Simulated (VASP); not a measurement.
Consider the following.

```
BeTe
1.0
    0.00000     2.53878     2.53878
    2.53878     0.00000     2.53878
    2.53878     2.53878     0.00000
Be Te
1 1
Direct
  0.00000   0.00000   0.00000
  0.25000   0.25000   0.25000
```

Method: LDA (Ceperley-Alder, Perdew-Zunger), VASP's LDA PAW potentials (set 64) (plane waves; VASP 6.6.1). Numerical set-up: 500 eV cut-off, 9×9×9 Γ-centred mesh, Gaussian smearing of 0.050 eV, potentials Be Te.

**Question.** What does the run give for the energy per atom (σ→0), pressure?

**Answer.** 
```yaml
energy per atom (σ→0): -3.979 eV/atom
pressure: 299.7 kbar
```

Only differences to runs with the same potentials and settings are physical.

The compound is BeTe in the zinc blende structure. It was relaxed first under an external pressure of 30 GPa.
